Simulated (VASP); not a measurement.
VASP input:

### INCAR
```
SYSTEM=SnGe
PREC=Accurate; ENCUT=300; LREAL=.FALSE.
LASPH=.TRUE.
EDIFF=1E-6; NELM=100; ALGO=Normal
LMAXMIX=4
ISMEAR=-1; SIGMA=0.1
GGA=PS
ISIF=2
LWAVE=.FALSE.; LCHARG=.FALSE.
```

**POSCAR**
```
SnGe
1
    4.3661660000     0.0000000000     0.0000000000
    0.0000000000     5.1578330000     0.0000000000
    0.0000000000     0.0000000000    17.2125260000
Sn Ge
2 2
Direct
  0.7500000000   0.8723000000   0.5933190000
  0.2500000000   0.3723000000   0.4066810000
  0.2500000000   0.5023000000   0.5725980000
  0.7500000000   0.0023000000   0.4274020000
```

KPOINTS:
```
kpoints
0
gamma
 3 3 1
0 0 0
```

POTCAR, in this order: Sn_d Ge_d (PBE.64 set). Program: vasp_std.

Question: Translate this PBEsol calculation to Ansatz.

Answer: One equivalent input (not run):
Ansatz 0.2 input:
```yaml
crystal:
  lattice:
    - [4.3661660, 0.0000000, 0.0000000]
    - [0.0000000, 5.1578330, 0.0000000]
    - [0.0000000, 0.0000000, 17.2125260]
  atoms:
    - { symbol: Sn, position: [0.7500000, 0.8723000, 0.5933190] }
    - { symbol: Sn, position: [0.2500000, 0.3723000, 0.4066810] }
    - { symbol: Ge, position: [0.2500000, 0.5023000, 0.5725980] }
    - { symbol: Ge, position: [0.7500000, 0.0023000, 0.4274020] }
kpoints:
  mp_grid: { grid: [3, 3, 1] }
hamiltonian:
  xc: pbesol
  pseudopotentials: { kind: paw }
scf:
  occupations: { method: fermi_dirac, width: 0.1 }
  max_iter: 100
output: { forces: true, stress: true, eigenvalues: true }
```
What does not carry over: each code has its own PAW files, so the cut-off isn't converted (ENCUT is set for VASP's; basis.ecutwfc is left out, and Ansatz then takes the one that its files recommend); Ansatz stops its SCF on the density residual and VASP on the energy change (EDIFF).

The cell is a sheet with vacuum, built from a generated structure.
